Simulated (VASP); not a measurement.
## A VASP study of ZrTiSi2 (LDA): structure first, properties next

What structure does ZrTiSi2 take at this level, and what are its properties? The steps: rough relaxation of the start cell, full relaxation (LDA), single point with fields (LDA), bands along the symmetry lines (LDA), density of states (LDA), bands along the symmetry lines (TB-mBJ), volume scan with LDA, fit for LDA and bands along the symmetry lines (LDA), changed input. The cell is invented: it takes the structure of a Materials Project entry for ZrTiC2 (space group 166 there), with some of its atoms replaced by other elements, volume scaled by an estimate. It may not be a known or stable phase. The atoms of the start are displaced at random from the sites of a R-3m cell.

Main program and level: VASP 6.6.1; LDA; plane waves and PAW (Zr_sv, Ti_sv, Si), in the first sound run; inputs show where later runs differ.

### Step 1. The starting structure

Before any relaxation, the start is as follows. Symmetry: P1, No. 1, triclinic system. Conventional cell: a = 3.479 Å, b = 3.479 Å, c = 5.983 Å, α = 73.10°, β = 73.10°, γ = 60.00°. Zr has 6 Si at 2.48 to 2.52 Å nearest. Nearest to Ti lie 6 Si at 2.37 to 2.43 Å. Nearest to Si lie 3 Ti at 2.37 to 2.43 Å and 3 Zr at 2.48 to 2.51 Å. Nearest to Si lie 3 Ti at 2.38 to 2.42 Å and 3 Zr at 2.51 to 2.52 Å. It derives from ZrTiC2. it takes the structure of a Materials Project entry for ZrTiC2 (space group 166 there), with some of its atoms replaced by other elements, volume scaled by an estimate. Farther neighbours are not listed.

### Step 2. Rough relaxation of the start cell

The start is only an estimate, so a cheap relaxation brings it near a minimum before any careful run. LDA, the lowest rung, knows the local density alone.

INCAR

```
SYSTEM = ZrTiSi2
PREC = Normal
ENCUT = 400
EDIFF = 1E-05
NELM = 60
ISMEAR = -1
SIGMA = 0.05
LREAL = .FALSE.
ALGO = Fast
GGA = CA
NBANDS = 22
LORBIT = 11
LWAVE = .FALSE.
LCHARG = .FALSE.
KPAR = 2
IBRION = 2
NSW = 40
ISIF = 3
EDIFFG = -0.04
```

POSCAR

```
ZrTiSi2
1.0
    1.7396200000      1.0043700000      5.6358760000
   -1.7396200000      1.0043700000      5.6358760000
    0.0000000000     -2.0087400000      5.6358760000
Zr Ti Si
1 1 2
Direct
    0.0001690000      0.0016950000     -0.0039240000
    0.5094620000      0.4959330000      0.4937030000
    0.2424440000      0.2433890000      0.2478460000
    0.7552420000      0.7602290000      0.7511660000
```

KPOINTS

```
Automatic mesh
0
Gamma
6 6 6
0 0 0
```

Potentials, in the order of the species: Zr_sv, Ti_sv and Si (LDA family, release 64).

Launch:

```
$ mpirun -np 2 vasp_std
```

What it wrote:

```text
[banner, memory and clock lines left out]
running    2 mpi-ranks, on    1 nodes
 distrk:  each k-point on    1 cores,    2 groups
 distr:  one band on    1 cores,    1 groups

 POSCAR found type information on POSCAR ZrTiSi
 POSCAR found :  3 types and       4 ions
 LDA part: xc-table for (Slater(with rela. corr.)+CA(PZ))
 , standard interpolation
 POSCAR, INCAR and KPOINTS ok, starting setup
 FFT: planning ... GRIDC
 FFT: planning ... GRID_SOFT
 FFT: planning ... GRID
 WAVECAR not read
 entering main loop
       N       E                     dE             d eps       ncg     rms          rms(c)
DAV:   1     0.279822860108E+03    0.27982E+03   -0.13751E+04  4936   0.129E+03
DAV:   2    -0.742851190327E+01   -0.28725E+03   -0.27605E+03  5154   0.394E+02
DAV:   3    -0.329278260931E+02   -0.25499E+02   -0.24493E+02  8772   0.101E+02
DAV:   4    -0.342446599293E+02   -0.13168E+01   -0.13099E+01  6340   0.200E+01
DAV:   5    -0.343035005097E+02   -0.58841E-01   -0.58830E-01  7478   0.394E+00    0.271E+01
RMM:   6    -0.317871067957E+02    0.25164E+01   -0.15348E+01  5932   0.260E+01    0.106E+01
RMM:   7    -0.316085776681E+02    0.17853E+00   -0.32654E+00  6193   0.126E+01    0.649E+00
RMM:   8    -0.315602633180E+02    0.48314E-01   -0.16102E+00  6851   0.666E+00    0.182E+00
RMM:   9    -0.315548548635E+02    0.54085E-02   -0.42376E-01  5843   0.581E+00    0.140E+00
RMM:  10    -0.315621917695E+02   -0.73369E-02   -0.26266E-01  6464   0.367E+00    0.765E-01
RMM:  11    -0.315594918203E+02    0.26999E-02   -0.81292E-02  7013   0.183E+00    0.363E-01
RMM:  12    -0.315645348273E+02   -0.50430E-02   -0.60362E-02  7512   0.111E+00    0.343E-01
RMM:  13    -0.315694277033E+02   -0.48929E-02   -0.35829E-02  6943   0.927E-01    0.591E-01
RMM:  14    -0.315684081595E+02    0.10195E-02   -0.30443E-02  6354   0.116E+00    0.131E-01
RMM:  15    -0.315696830949E+02   -0.12749E-02   -0.13775E-02  7609   0.588E-01    0.125E-01
RMM:  16    -0.315706104111E+02   -0.92732E-03   -0.99005E-03  7148   0.419E-01    0.141E-01
RMM:  17    -0.315712575936E+02   -0.64718E-03   -0.66150E-03  6690   0.354E-01    0.164E-01
RMM:  18    -0.315717397660E+02   -0.48217E-03   -0.53414E-03  6620   0.308E-01    0.136E-01
RMM:  19    -0.315720592856E+02   -0.31952E-03   -0.38034E-03  6761   0.294E-01    0.835E-02
RMM:  20    -0.315723444545E+02   -0.28517E-03   -0.32325E-03  6485   0.256E-01    0.650E-02
RMM:  21    -0.315725315221E+02   -0.18707E-03   -0.23096E-03  5984   0.220E-01    0.565E-02
RMM:  22    -0.315726840668E+02   -0.15254E-03   -0.19696E-03  6371   0.217E-01    0.664E-02
RMM:  23    -0.315728281429E+02   -0.14408E-03   -0.15841E-03  6193   0.189E-01    0.882E-02
RMM:  24    -0.315729394097E+02   -0.11127E-03   -0.12441E-03  5531   0.150E-01    0.454E-02
RMM:  25    -0.315730359400E+02   -0.96530E-04   -0.10600E-03  5192   0.128E-01    0.362E-02
RMM:  26    -0.315731124887E+02   -0.76549E-04   -0.84181E-04  4776   0.111E-01    0.344E-02
RMM:  27    -0.315731785583E+02   -0.66070E-04   -0.72424E-04  4919   0.100E-01    0.334E-02
RMM:  28    -0.315732327995E+02   -0.54241E-04   -0.59742E-04  4979   0.936E-02    0.328E-02
RMM:  29    -0.315732817218E+02   -0.48922E-04   -0.52159E-04  5045   0.871E-02    0.381E-02
RMM:  30    -0.315733197941E+02   -0.38072E-04   -0.42547E-04  4534   0.758E-02    0.406E-02
RMM:  31    -0.315733553326E+02   -0.35539E-04   -0.37468E-04  4837   0.710E-02    0.455E-02
RMM:  32    -0.315733830693E+02   -0.27737E-04   -0.30893E-04  4089   0.629E-02    0.479E-02
RMM:  33    -0.315734062430E+02   -0.23174E-04   -0.26632E-04  3876   0.580E-02    0.501E-02
RMM:  34    -0.315734273052E+02   -0.21062E-04   -0.22939E-04  4130   0.542E-02    0.528E-02
RMM:  35    -0.315734413281E+02   -0.14023E-04   -0.19014E-04  4114   0.508E-02    0.520E-02
RMM:  36    -0.315734554797E+02   -0.14152E-04   -0.17690E-04  4537   0.479E-02    0.534E-02
RMM:  37    -0.315734663550E+02   -0.10875E-04   -0.14117E-04  3812   0.435E-02    0.533E-02
RMM:  38    -0.315734769315E+02   -0.10577E-04   -0.13199E-04  3986   0.404E-02    0.533E-02
RMM:  39    -0.315734855067E+02   -0.85752E-05   -0.10512E-04  3593   0.379E-02    0.542E-02
RMM:  40    -0.315734941063E+02   -0.85996E-05   -0.10147E-04  3486   0.352E-02    0.552E-02
RMM:  41    -0.315735007185E+02   -0.66121E-05   -0.80749E-05  3425   0.334E-02
   1 F= -.31573501E+02 E0= -.31569689E+02  d E =-.315735E+02
 curvature:   0.00 expect dE= 0.000E+00 dE for cont linesearch  0.000E+00
 trial: gam= 0.00000 g(F)=  0.599E-01 g(S)=  0.296E+01 ort = 0.000E+00 (trialstep = 0.100E+01)
 search vector abs. value=  0.302E+01
 bond charge predicted
       N       E                     dE             d eps       ncg     rms          rms(c)
DAV:   1    -0.849979807236E+02   -0.53424E+02   -0.86246E+02  7836   0.305E+02    0.955E+01
RMM:   2    -0.123587704474E+03   -0.38590E+02   -0.25489E+02  5608   0.144E+02    0.541E+01
RMM:   3    -0.446189325515E+02    0.78969E+02   -0.14821E+02  6734   0.754E+01    0.272E+01
RMM:   4    -0.313801810162E+02    0.13239E+02   -0.12647E+02  6770   0.573E+01    0.878E+00
RMM:   5    -0.320634736285E+02   -0.68329E+00   -0.46195E+01  6825   0.258E+01    0.112E+01
RMM:   6    -0.309836577731E+02    0.10798E+01   -0.31148E+01  6455   0.265E+01    0.120E+01
RMM:   7    -0.305812994188E+02    0.40236E+00   -0.18013E+01  6609   0.203E+01    0.789E+00
RMM:   8    -0.307630350606E+02   -0.18174E+00   -0.13466E+01  6382   0.226E+01    0.790E+00
RMM:   9    -0.324145152027E+02   -0.16515E+01   -0.10857E+01  6450   0.128E+01    0.821E+00
RMM:  10    -0.308949795175E+02    0.15195E+01   -0.60101E+00  6315   0.166E+01    0.253E+00
RMM:  11    -0.309616254065E+02   -0.66646E-01   -0.17647E+00  6997   0.625E+00    0.205E+00
RMM:  12    -0.309431615539E+02    0.18464E-01   -0.17428E+00  6708   0.642E+00    0.998E-01
RMM:  13    -0.310287872018E+02   -0.85626E-01   -0.97837E-01  7100   0.404E+00    0.802E-01
RMM:  14    -0.311053179231E+02   -0.76531E-01   -0.92774E-01  6817   0.432E+00    0.445E-01
RMM:  15    -0.311631528977E+02   -0.57835E-01   -0.61961E-01  7638   0.276E+00    0.499E-01
RMM:  16    -0.312112787094E+02   -0.48126E-01   -0.53823E-01  7919   0.228E+00    0.533E-01
RMM:  17    -0.312462078384E+02   -0.34929E-01   -0.37523E-01  7877   0.202E+00    0.626E-01
RMM:  18    -0.312817452588E+02   -0.35537E-01   -0.41511E-01  7229   0.181E+00    0.625E-01
RMM:  19    -0.313014993057E+02   -0.19754E-01   -0.24965E-01  7173   0.171E+00    0.559E-01
RMM:  20    -0.313298246857E+02   -0.28325E-01   -0.32959E-01  6963   0.159E+00    0.508E-01
RMM:  21    -0.313457651297E+02   -0.15940E-01   -0.17462E-01  7552   0.139E+00    0.510E-01
RMM:  22    -0.313668614743E+02   -0.21096E-01   -0.22968E-01  7549   0.125E+00    0.502E-01
RMM:  23    -0.313785728665E+02   -0.11711E-01   -0.12972E-01  7513   0.114E+00    0.487E-01
RMM:  24    -0.313934799709E+02   -0.14907E-01   -0.15949E-01  7241   0.110E+00    0.371E-01
RMM:  25    -0.314023990210E+02   -0.89191E-02   -0.99751E-02  7412   0.109E+00    0.215E-01
RMM:  26    -0.314123572801E+02   -0.99583E-02   -0.11629E-01  7158   0.935E-01    0.204E-01
RMM:  27    -0.314192631461E+02   -0.69059E-02   -0.78257E-02  6985   0.855E-01    0.211E-01
RMM:  28    -0.314272744278E+02   -0.80113E-02   -0.85982E-02  7088   0.758E-01    0.219E-01
RMM:  29    -0.314327459618E+02   -0.54715E-02   -0.61269E-02  6839   0.722E-01    0.161E-01
RMM:  30    -0.314384885968E+02   -0.57426E-02   -0.62647E-02  6642   0.649E-01    0.136E-01
[...]
RMM:  49    -0.314821216501E+02   -0.10378E-02   -0.10965E-02  4885   0.183E-01    0.293E-01
RMM:  50    -0.314830296993E+02   -0.90805E-03   -0.96681E-03  4330   0.173E-01    0.298E-01
RMM:  51    -0.314839349639E+02   -0.90526E-03   -0.95812E-03  3841   0.163E-01    0.304E-01
RMM:  52    -0.314847384095E+02   -0.80345E-03   -0.86173E-03  4983   0.163E-01    0.308E-01
RMM:  53    -0.314855486017E+02   -0.81019E-03   -0.84340E-03  4728   0.150E-01    0.317E-01
RMM:  54    -0.314862970754E+02   -0.74847E-03   -0.77933E-03  4347   0.142E-01    0.324E-01
RMM:  55    -0.314869911092E+02   -0.69403E-03   -0.74357E-03  4345   0.134E-01    0.325E-01
RMM:  56    -0.314876732935E+02   -0.68218E-03   -0.70757E-03  3931   0.128E-01    0.331E-01
RMM:  57    -0.314883157213E+02   -0.64243E-03   -0.65931E-03  4867   0.126E-01    0.341E-01
RMM:  58    -0.314889334398E+02   -0.61772E-03   -0.64599E-03  3890   0.117E-01    0.345E-01
RMM:  59    -0.314894914293E+02   -0.55799E-03   -0.58665E-03  3608   0.111E-01    0.349E-01
RMM:  60    -0.314900527941E+02   -0.56136E-03   -0.59098E-03  3540   0.106E-01
|                                                                             |
|           W    W    AA    RRRRR   N    N  II  N    N   GGGG   !!!           |
|           W    W   A  A   R    R  NN   N  II  NN   N  G    G  !!!           |
|           W    W  A    A  R    R  N N  N  II  N N  N  G       !!!           |
|           W WW W  AAAAAA  RRRRR   N  N N  II  N  N N  G  GGG   !            |
|           WW  WW  A    A  R   R   N   NN  II  N   NN  G    G                |
|           W    W  A    A  R    R  N    N  II  N    N   GGGG   !!!           |
|                                                                             |
|     The electronic self-consistency was not achieved in the given           |
|     number of steps (NELM). The forces and other quantities evaluated       |
|     might not be reliable so examine the results carefully. If you find     |
|     spurious results, we suggest increasing NELM, if you were close to      |
|     convergence or switching to a different ALGO or adjusting the           |
|     density mixing parameters otherwise.                                    |
|                                                                             |

   2 F= -.31490053E+02 E0= -.31485549E+02  d E =0.834479E-01
[...]
WARNING in EDDRMM: call to ZHEGV failed, returncode =   8  4      6
[...]
WARNING in EDDRMM: call to ZHEGV failed, returncode =   8  4      4
[... from here on, the cycles between the ionic steps are left out ...]
   3 F= -.32216696E+02 E0= -.32212311E+02  d E =-.643195E+00
   4 F= -.32216576E+02 E0= -.32212182E+02  d E =-.643076E+00
   5 F= -.32224614E+02 E0= -.32220934E+02  d E =-.803786E-02
   6 F= -.32231650E+02 E0= -.32228748E+02  d E =-.150733E-01
[...]
WARNING in EDDRMM: call to ZHEGV failed, returncode =   6  3     11
   7 F= -.32232031E+02 E0= -.32229167E+02  d E =-.154551E-01
[...]
WARNING in EDDRMM: call to ZHEGV failed, returncode =   6  3     10
   8 F= -.32234986E+02 E0= -.32231896E+02  d E =-.295506E-02
   9 F= -.32235057E+02 E0= -.32231999E+02  d E =-.302567E-02
  10 F= -.32235119E+02 E0= -.32231836E+02  d E =-.622132E-04
  11 F= -.32235590E+02 E0= -.32232408E+02  d E =-.533092E-03
 curvature:  -0.55 expect dE=-0.283E-03 dE for cont linesearch -0.613E-06
 trial: gam= 0.29590 g(F)=  0.352E-03 g(S)=  0.165E-03 ort =-0.581E-04 (trialstep = 0.114E+01)
 search vector abs. value=  0.746E-03
 bond charge predicted
       N       E                     dE             d eps       ncg     rms          rms(c)
DAV:   1    -0.322362287107E+02   -0.64745E-03   -0.95242E-02  5174   0.313E+00    0.188E-01
RMM:   2    -0.322360397336E+02    0.18898E-03   -0.43855E-03  6067   0.588E-01    0.101E-01
RMM:   3    -0.322359475030E+02    0.92231E-04   -0.81333E-04  6531   0.252E-01    0.627E-02
RMM:   4    -0.322358800900E+02    0.67413E-04   -0.41474E-04  6816   0.163E-01    0.197E-02
RMM:   5    -0.322358917762E+02   -0.11686E-04   -0.15970E-04  6519   0.861E-02    0.818E-03
RMM:   6    -0.322358992063E+02   -0.74300E-05   -0.86477E-05  5568   0.521E-02
  12 F= -.32235899E+02 E0= -.32232641E+02  d E =-.309122E-03
 trial-energy change:   -0.000309  1 .order   -0.000305   -0.000567   -0.000044
 step:   1.2306(harm=  1.2306)  dis= 0.00317  next Energy=   -32.235897 (dE=-0.307E-03)
 reached required accuracy - stopping structural energy minimisation
```

The job ended after 16 min (2 MPI ranks of Intel Xeon Platinum 8259CL at 2.50GHz (Skylake/Cascade Lake), shared host; peak memory 0.47 GiB; 31 min of CPU time).

The logs omit lines about the potential files and the build; timing stands in the text.

Parts of OUTCAR (step 2):

```text
ion  position               nearest neighbor table
   1  0.000  0.002  0.996-   3 2.48   3 2.51   3 2.51   4 2.51   4 2.51   4 2.52
   2  0.509  0.496  0.494-   3 2.37   4 2.38   4 2.39   3 2.41   4 2.42   3 2.43
   3  0.242  0.243  0.248-   2 2.37   2 2.41   2 2.43   1 2.48   1 2.51   1 2.51
   4  0.755  0.760  0.751-   2 2.38   2 2.39   2 2.42   1 2.51   1 2.51   1 2.52

  LATTYP: Found a trigonal (rhomboedric) cell.
 ALAT       =     5.9831542792
 COS(alpha) =     0.8309253969

 Subroutine GETGRP returns: Found  1 space group operations
 (whereof  1 operations were pure point group operations)

The static configuration has the point symmetry C_1 .

 Found    112 irreducible k-points:

   k-points           NKPTS =    112   k-points in BZ     NKDIM =    112   number of bands    NBANDS=     22

   dimension x,y,z NGX =    30 NGY =   30 NGZ =   30
   dimension x,y,z NGXF=    60 NGYF=   60 NGZF=   60

   ENCUT  =  400.0 eV  29.40 Ry    5.42 a.u.   9.76  9.76  9.76*2*pi/ulx,y,z

   NELECT =      32.0000    total number of electrons

 k-points in reciprocal lattice and weights: Automatic mesh
   0.00000000  0.00000000  0.00000000       0.005
   0.16666667  0.00000000  0.00000000       0.009
   0.00000000  0.16666667  0.00000000       0.009
   0.00000000  0.00000000  0.16666667       0.009
   0.33333333  0.00000000 -0.00000000       0.009
   0.00000000  0.33333333 -0.00000000       0.009
  -0.00000000 -0.00000000  0.33333333       0.009
   0.50000000  0.00000000 -0.00000000       0.005
   0.00000000  0.50000000 -0.00000000       0.005
[...]
0.50000000  0.33333333 -0.33333333       0.009
   0.50000000  0.50000000  0.50000000       0.005

 average (electrostatic) potential at core
       1 -74.1981       2 -71.7733       3 -81.2273       4 -81.2280

 E-fermi :   8.9126

 k-point     1 :       0.0000    0.0000    0.0000
  band No.  band energies     occupation
    ...
     11       3.8675      2.00000
     12       6.5680      2.00000
     13       6.5693      2.00000
     14       8.6300      1.99300
     15       8.6313      1.99282
     16       9.1845      0.00866
     17       9.4441      0.00005
     18       9.4442      0.00005
     19      11.3282      0.00000
     20      11.3296      0.00000
    ...

 k-point     2 :       0.1667    0.0000    0.0000
  band No.  band energies     occupation
    ...
     12       6.4146      2.00000
     13       6.7713      2.00000
     14       7.8762      2.00000
     15       8.2145      2.00000
     16       8.3845      1.99995
     17       9.2997      0.00087
     18       9.5677      0.00000
     19      11.0111      0.00000
     20      11.0146      0.00000
     21      11.8674      0.00000
    ...

 k-point     3 :       0.0000    0.1667    0.0000
  band No.  band energies     occupation
    ...
     12       6.4145      2.00000
     13       6.7712      2.00000
     14       7.8763      2.00000
     15       8.2144      2.00000
     16       8.3845      1.99995
     17       9.2997      0.00087
     18       9.5677      0.00000
     19      11.0112      0.00000
     20      11.0147      0.00000
     21      11.8676      0.00000
    ...

  Total        0.0120429      0.0083938     -0.0334060      0.0006023     -0.0020391      0.0011181
  in kB        0.2832292      0.1974087     -0.7856504      0.0141646     -0.0479553      0.0262968
  external PRESSURE =      -0.1016708 kB  Pullay stress =       0.0000000 kB

  energy-cutoff  :      400.00
  volume of cell :       68.12
      direct lattice vectors                 reciprocal lattice vectors
     1.856130038  1.072210126  5.706936033     0.269369471  0.155491156  0.058401923
    -1.856257522  1.072209638  5.707003672    -0.269367384  0.155491206  0.058395897
    -0.000064042 -2.143318662  5.706735791     0.000001105 -0.310995117  0.058428912

 POSITION                                       TOTAL-FORCE (eV/Angst)
 -----------------------------------------------------------------------------------
      0.00257     -2.13508      5.70240         0.006707      0.000097      0.010858
      0.00303      0.00905      8.55653        -0.012813      0.000635      0.000833
      0.00274      0.00845      4.15407         0.002483      0.001031     -0.011656
      0.00258      0.00913     12.95965         0.003623     -0.001764     -0.000035
 -----------------------------------------------------------------------------------
    total drift:                               -0.007101      0.005926      0.000464

  FREE ENERGIE OF THE ION-ELECTRON SYSTEM (eV)
  ---------------------------------------------------
  free  energy   TOTEN  =       -32.2358992063 eV

  energy  without entropy=      -32.2293822781  energy(sigma->0) =      -32.23264074

 reached required accuracy - stopping structural energy minimisation

 total charge
# of ion       s       p       d       tot
------------------------------------------
    1        2.161   5.984   1.786   9.932
    2        2.173   6.139   2.074  10.386
    3        0.813   0.973   0.000   1.786
    4        0.813   0.973   0.000   1.785
--------------------------------------------------
tot          5.960  14.068   3.860  23.889

[... 3 further parts left out ...]
```

The k-mesh is coarse for a metal. This relaxation is a rough one on cheap settings, only to bring the start near its minimum. After so large a change of volume the plane waves of the start cell no longer fit, so the final stress carries a basis-set error.

Step by step:

| step | energy less that of the first step (eV) | largest force (eV/Å) | pressure (GPa) | volume (Å³) |
| --- | --- | --- | --- | --- |
| 1 | 0.0000 | 0.7841 | 24.53 | 59.08 |
| 2 | 0.0834 | 0.2634 | -14.82 | 80.60 |
| 3 | -0.6432 | 0.1706 | -0.10 | 68.26 |
| 4 | -0.6431 | 0.1630 | -0.41 | 68.46 |
| 5 | -0.6511 | 0.0780 | -0.41 | 68.41 |
| 6 | -0.6581 | 0.1320 | -0.29 | 68.32 |
| 7 | -0.6585 | 0.1857 | -0.27 | 68.29 |
| 8 | -0.6615 | 0.0661 | 0.41 | 67.90 |
| 9 | -0.6616 | 0.0592 | 0.47 | 67.93 |
| 10 | -0.6616 | 0.0641 | -0.49 | 68.40 |
| 11 | -0.6621 | 0.0541 | -0.13 | 68.16 |
| 12 | -0.6624 | 0.0129 | -0.01 | 68.12 |

```
     cell as run  before  after   change
           a (Å)   5.983  6.096   +1.9 %
           b (Å)   5.983  6.096   +1.9 %
           c (Å)   5.983  6.096   +1.9 %
           α (°)   33.81  35.46   +4.9 %
           β (°)   33.81  35.46   +4.9 %
           γ (°)   33.81  35.45   +4.9 %
volume (Å³/atom)   14.77  17.03  +15.3 %
```

The atoms that moved most (Å, as changes of fractional coordinates times the final cell):

```csv
atom,dx,dy,dz,length
Si3,0.005,0.019,-0.033,0.038
Si4,0.012,-0.006,0.024,0.028
Ti2,-0.022,-0.011,0.001,0.025
Zr1,0.005,-0.002,0.007,0.009
```

Final coordinates:

```xyz
4
Lattice="1.8561 1.0722 5.7069 -1.8563 1.0722 5.7070 -0.0001 -2.1433 5.7067" Properties=species:S:1:pos:R:3 pbc="T T T"
Zr    0.0026    0.0082   -0.0043
Ti    0.0030    0.0090    8.5565
Si    0.0027    0.0084    4.1541
Si    0.0026    0.0091   12.9597
```

Numbers from this step:

```yaml
electrons: 32
bands: 22
irreducible_k_points: 112
symmetry_operations: 1
free_energy_toten: -32.24 eV
energy_at_zero_smearing: -32.23 eV
fermi_energy: 8.913 eV
pressure: -0.01017 GPa
metallic: yes
scf_cycles_over_all_ionic_steps: 237
```

It ends with a largest force of 0.013 eV/Å and a pressure of -0.01 GPa.

[end of part 1 of 6]

[Lines on the potential files, build, host, timing and source positions are cut from VASP's logs without a mark.]

[Logs are printed without paths, hosts, clocks, repeated set-up lines and the standing remarks that a program may print on its own settings, such as how far it seeks lower states.]

[Hosts, paths, dates, database ids (printed as entryN), source tags and the programs' standing remarks are cut or masked in the printed files.]

[A measured line is paired with the nearest computed mode of its activity, which favours agreement.]
